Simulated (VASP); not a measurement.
Method: PBE GGA, VASP's PBE PAW potentials (set 64) (plane waves; VASP 6.6.1).

VASP ran on this input.

**KPOINTS**
```
Automatic mesh
0
Gamma
12 12 8
0 0 0
```

File POSCAR:
```
Hf
1.0
  1.6004587101  -2.7720757628   0.0000000000
  1.6004587101   2.7720757628   0.0000000000
  0.0000000000   0.0000000000   5.0587135128
Hf
2
Cart
  1.6004587101   0.9240271023   1.2646783782
  1.6004587101  -0.9240271023   3.7940351346
```

**INCAR**
```
ISMEAR = 1   # Methfessel-Paxton
LCHARG = .False.
LASPH = .True.   # aspherical one-centre terms
EDIFFG = -0.01   # ionic stop
ENCUT = 480   # plane-wave cut-off (eV)
GGA = PE   # PBE
LMAXMIX = 6   # l cut-off of mixed one-centre charges
ALGO = Normal   # blocked Davidson
EDIFF = 1E-7   # SCF stop (eV)
LREAL = .False.   # projection in real space or not
PREC = Accurate
ISIF = 3   # ions, shape and volume
NSW = 40   # most ionic steps
SIGMA = 0.1   # width (eV)
IBRION = 2
PSTRESS = 300   # kbar
LWAVE = .False.
NELM = 100
SYSTEM = Hf
```

POTCAR, in this order: Hf_pv (PBE.64 set). Program: vasp_std.

Energy and stress use the plane-wave basis of the starting cell. Unless said otherwise, spin-orbit coupling is left out, though it shifts the bands of the heavy elements here.

Q: What does the run give for the energy per atom (σ→0), volume per atom, band gap (on the k-mesh)?

A: 
* **energy per atom (σ→0)**: -926.0 kJ/mol of atoms
* **band gap (on the k-mesh)**: none (metal, semimetal or under 0.01 eV)
* **volume per atom**: 18.40 Å³/atom

**OSZICAR**
```
...
DAV:   1    -0.191941003981E+02   -0.12158E-01   -0.59450E-03  2660   0.703E-01    0.201E-01
DAV:   2    -0.191939286398E+02    0.17176E-03   -0.37268E-04  2714   0.167E-01    0.590E-02
DAV:   3    -0.191938728793E+02    0.55761E-04   -0.96082E-05  2738   0.801E-02    0.242E-02
DAV:   4    -0.191938658997E+02    0.69796E-05   -0.13991E-05  3006   0.309E-02    0.209E-02
DAV:   5    -0.191938643203E+02    0.15794E-05   -0.15986E-06  3110   0.845E-03    0.343E-03
DAV:   6    -0.191938641981E+02    0.12221E-06   -0.62168E-08  1468   0.204E-03    0.102E-03
DAV:   7    -0.191938642400E+02   -0.41948E-07   -0.10326E-08  1336   0.939E-04
  10 F= -.12301646E+02 E0= -.12301932E+02  d E =-.320052E-03
```

The compound is Hf in the hcp structure. This run relaxes it under an external pressure of 30 GPa. Symmetry was kept, so distortions that lower it aren't found.
